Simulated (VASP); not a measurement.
Here is the system:

```xyz
3
Lattice="2.0640 -3.5750 0.0000 2.0640 3.5750 0.0000 0.0000 0.0000 6.9999" Properties=species:S:1:pos:R:3 pbc="T T T"
Mg     0.0000     0.0000     0.0000
I      2.0640     1.1917     1.6678
I      2.0640    -1.1917     5.3321
```

Computed with PBEsol GGA, VASP's PBE PAW potentials (set 64) (plane waves; VASP 6.6.1). Numerical set-up: 400 eV cut-off, 6×6×3 Γ-centred mesh, Gaussian smearing of 0.010 eV, potentials Mg I.

Tensors are in the Cartesian frame of the cell as typed. Without a dispersion term in the relaxation, distances and binding between the weakly bound layers, chains or molecules are unreliable, and so is what depends on them.

Problem. Give the electronic dielectric tensor ε∞ (DFPT, local fields included).

Solution. 
```
4.53  0.00  0.00
0.00  4.53  0.00
0.00  0.00  3.86
```

Problem. Give the Born effective charges.

Solution. 
```csv
atom,Z*xx,Z*yy,Z*zz,mean
Mg1,2.49,2.49,1.51,2.16
I2,-1.25,-1.25,-0.75,-1.08
I3,-1.25,-1.25,-0.75,-1.08
```

The compound is MgI2 in the 1T layered structure. It was relaxed first.
